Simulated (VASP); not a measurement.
```
Os3Ta
1.0
    3.91497     0.00000     0.00000
    0.00000     3.91497     0.00000
    0.00000     0.00000     3.91497
Ta Os
1 3
Cartesian
  0.00000   0.00000   0.00000
  0.00000   1.95748   1.95748
  1.95748   0.00000   1.95748
  1.95748   1.95748   0.00000
```

Method: PBEsol GGA, VASP's PBE PAW potentials (set 64) (plane waves; VASP). Settings: 300 eV cut-off, 7×7×7 Γ-centred mesh, Fermi-Dirac smearing of 0.10 eV, potentials Ta_pv Os.

**Question.** Give the energies of bands 7 to 20 at the high-symmetry points, in eV from the Fermi level.

**Answer.** 
```csv
band,Γ,X,M,R
7,-6.45,-4.55,-4.53,-6.31
8,-5.69,-4.47,-3.63,-2.55
9,-5.69,-3.69,-3.21,-2.55
10,-5.69,-3.31,-3.17,-2.55
11,-1.88,-3.31,-3.17,-2.05
12,-1.88,-2.98,-3.02,-2.05
13,-1.88,-2.98,-3.02,-2.05
14,0.84,-1.64,-2.92,-1.44
15,0.84,-1.25,-2.06,-1.44
16,2.57,-0.45,-0.98,-0.04
17,2.91,-0.30,-0.96,0.60
18,2.91,-0.30,-0.96,0.60
19,2.91,1.36,0.19,0.60
20,3.21,1.41,0.20,2.59
```

It has no gap at this level: it comes out as a metal or semimetal.

The structure comes from a computed database's TaOs3 entry (Pm-3m); how it stands against other phases isn't given here. The cell was not relaxed at this level. The electron count is odd and the run is not spin-polarised, which forces a metal.
